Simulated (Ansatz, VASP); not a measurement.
**Two plane-wave programs on SrMg6Cr**

Contents of INCAR:

```
  PREC = Accurate
  ENCUT = 520
  EDIFF = 1E-7
  ISMEAR = -1
  SIGMA = 0.05
  LREAL = False
  LASPH = True
  NELM = 100
  ALGO = Normal
  ISIF = 2
  LWAVE = False
  LCHARG = False
  ISPIN = 2
  MAGMOM = 0 3 0 0 0 0 0 0
  LORBIT = 11
  LMAXMIX = 4
  GGA = PE
  NBANDS = 31
```

KPOINTS

```
Automatic mesh
0
Gamma
  5 5 5
```

POSCAR

```
SrMg6Cr
1.0
    5.2030810000      0.0000000000      0.0000000000
    0.0000000000      3.3412245000      5.8169345000
    0.0000000000     -3.3412245000      5.8169345000
Sr Cr Mg
1 1 6
Direct
   -0.0007140000      0.8323490000      0.8296390000
    0.4994290000      0.6608660000      0.6421010000
    0.5028830000      0.1646700000      0.1655190000
    0.5057890000      0.6537270000      0.1891030000
    0.5031570000      0.1868990000      0.6638850000
    0.0045440000      0.3357080000      0.3442580000
    0.0108650000      0.8262440000      0.3495080000
   -0.0041550000      0.3335290000      0.8348060000
```

File input.yaml:

```yaml
crystal:
  lattice:
    - [5.203081, 0.0, 0.0]
    - [0.0, 3.3412245, 5.8169345]
    - [0.0, -3.3412245, 5.8169345]
  atoms:
    - { symbol: Sr, position: [-0.000714, 0.832349, 0.829639] }
    - { symbol: Cr, position: [0.499429, 0.660866, 0.642101], spin: 3.0 }
    - { symbol: Mg, position: [0.502883, 0.16467, 0.165519] }
    - { symbol: Mg, position: [0.505789, 0.653727, 0.189103] }
    - { symbol: Mg, position: [0.503157, 0.186899, 0.663885] }
    - { symbol: Mg, position: [0.004544, 0.335708, 0.344258] }
    - { symbol: Mg, position: [0.010865, 0.826244, 0.349508] }
    - { symbol: Mg, position: [-0.004155, 0.333529, 0.834806] }
hamiltonian:
  xc: pbe
  pseudopotentials: { kind: paw }
magnetization:
  spin_polarized: true
kpoints:
  mp_grid: { grid: [5, 5, 5] }
scf:
  occupations: { method: fermi_dirac, width: 0.05 }
output:
  forces: true
  stress: true
  eigenvalues: true
  write_density: true
  write_potential: true
  elf: true
  volumetric_format: npy
```

Change from the starting cell: atoms moved at random, drawn with an rms of 0.05 Å.

Alike in both runs: task single point; functional PBE; k mesh 5 × 5 × 5; occupations fermi-dirac, width 0.05 eV; collinear spin, ferromagnetic start.

|  | VASP | Ansatz |
| --- | --- | --- |
| version | VASP 6.6.1 | Ansatz 0.2.0 |
| potentials or method | VASP PAW PBE potentials, release 64 (Sr_sv, Cr_pv, Mg) | Ansatz PAW |
| plane-wave cutoff (eV) | 520 | 420 |
| valence electrons in the cell | 34 | 84 |

|  | VASP | Ansatz | Ansatz less VASP |
| --- | --- | --- | --- |
| gap on the k mesh at the Fermi level (eV) | none | none | - |
| pressure (GPa) | 0.0 | 0.1 | +0.06 |
| largest component of the traceless stress (GPa) | 0.23 | 0.23 | +0.004 |
| rms of the force components (eV/Å) | 0.104 | 0.103 | -0.0004 |
| net moment per atom (μB) | 0.56 | 0.56 | 0.000 |
| size of the moment on the site where the two differ most (μB) | 3.87 | 4.00 | +0.131 |

Site moments also hang on the region over which each program counts them. Atom by atom the forces differ by 0.002 eV/Å (rms over components). A gap of «none» marks a metal or a gap that the smearing closes. With one functional, cell and mesh, what is left measures potentials, basis and numerics. The two sets of potentials don't hold the same shells in valence.
